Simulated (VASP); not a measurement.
Fe (bcc) is relaxed at rising pressure, each step from the one before. Symmetry mostly holds the structure type, and other phases were not tried. The mesh follows the cell, and a change of mesh leaves a small step in the series.

```yaml
crystal:
  lattice:
    - [-1.37328, 1.37328, 1.37328]
    - [1.37328, -1.37328, 1.37328]
    - [1.37328, 1.37328, -1.37328]
  atoms:
    - { symbol: Fe, position: [0.00000, 0.00000, 0.00000], spin: 2.0 }
```

Calculation: LDA (Ceperley-Alder, Perdew-Zunger), VASP's LDA PAW potentials (set 64) (plane waves; VASP). Numerical set-up: 500 eV cut-off, 18×18×18 Γ-centred mesh, first-order Methfessel-Paxton smearing of 0.10 eV, potentials Fe.

```csv
P (GPa),V (Å³/atom),H − H(0) (eV/atom),space group,gap on the mesh (eV),k-mesh
0,10.36,0.000,Im-3m,0.00,18×18×18
5,10.15,0.322,Im-3m,0.00,19×19×19
10,9.98,0.636,Im-3m,0.00,19×19×19
20,9.68,1.249,Im-3m,0.00,19×19×19
30,9.42,1.844,Im-3m,0.00,19×19×19
45,9.09,2.710,Im-3m,0.00,19×19×19
```

Pressures at which the relaxation failed are left out.

The compound is Fe in the bcc structure. The spin order is the one that the start imposed; others were not tried in this run.
